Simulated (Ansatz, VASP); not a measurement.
Rb3Sr: VASP beside Ansatz

INCAR

```
SYSTEM = Rb3Sr
PREC     = Accurate       ! precision mode
ENCUT    = 520            ! plane-wave cutoff, eV
EDIFF    = 1E-6           ! SCF threshold, eV
ISMEAR   = 0              ! smearing method
SIGMA    = 0.1            ! smearing width, eV
LREAL    = .FALSE.        ! projectors in reciprocal space
LASPH    = .TRUE.         ! aspherical terms in the spheres
NELM     = 100            ! most SCF steps
ALGO     = Normal         ! electronic algorithm
ISIF     = 2              ! what is computed and relaxed
LWAVE    = .FALSE.        ! write WAVECAR
LCHARG   = .FALSE.        ! write CHGCAR
GGA      = PE             ! functional
NBANDS   = 26             ! bands
```

KPOINTS

```
regular mesh
0
G
  10 10 10
  0 0 0
```

File POSCAR:

```
Rb3Sr
1.0
   -3.3113889251      3.3113889251      7.2400109657
    3.3113889251     -3.3113889251      7.2400109657
    3.3113889251      3.3113889251     -7.2400109657
Rb Sr
3 1
Direct
    0.7500000000      0.2500000000      0.5000000000
    0.2500000000      0.7500000000      0.5000000000
    0.5000000000      0.5000000000      0.0000000000
    0.0000000000      0.0000000000      0.0000000000
```

Input for Ansatz:

```yaml
crystal:
  lattice:
    - [-3.3113889251, 3.3113889251, 7.2400109657]
    - [3.3113889251, -3.3113889251, 7.2400109657]
    - [3.3113889251, 3.3113889251, -7.2400109657]
  atoms:
    - { symbol: Rb, position: [0.75, 0.25, 0.5] }
    - { symbol: Rb, position: [0.25, 0.75, 0.5] }
    - { symbol: Rb, position: [0.5, 0.5, 0.0] }
    - { symbol: Sr, position: [0.0, 0.0, 0.0] }
basis:
  ecutwfc: 420
kpoints:
  mp_grid: { grid: [10, 10, 10] }
hamiltonian:
  xc: pbe
scf:
  occupations: { method: gaussian, width: 0.1 }
output:
  forces: true
  stress: true
  eigenvalues: true
  populations: true
```

Alike in both runs: task single point; functional PBE; k mesh 10 × 10 × 10; occupations gaussian, width 0.1 eV; no spin polarisation.

```csv
,VASP,Ansatz
version,VASP 6.6.1,Ansatz 0.2.0
potentials or method,"VASP PAW PBE potentials, release 64 (Rb_sv, Sr_sv)","scalar-relativistic, plane waves, PAW"
plane-wave cutoff (eV),520,420
valence electrons in the cell,37,37
```

```tsv
	VASP	Ansatz	Ansatz less VASP
gap on the k mesh at the Fermi level (eV)	none	none	-
pressure (GPa)	0.0	0.0	0.00
largest component of the traceless stress (GPa)	0.10	0.10	0.000
```

A gap of «none» marks a metal or a gap that the smearing closes.
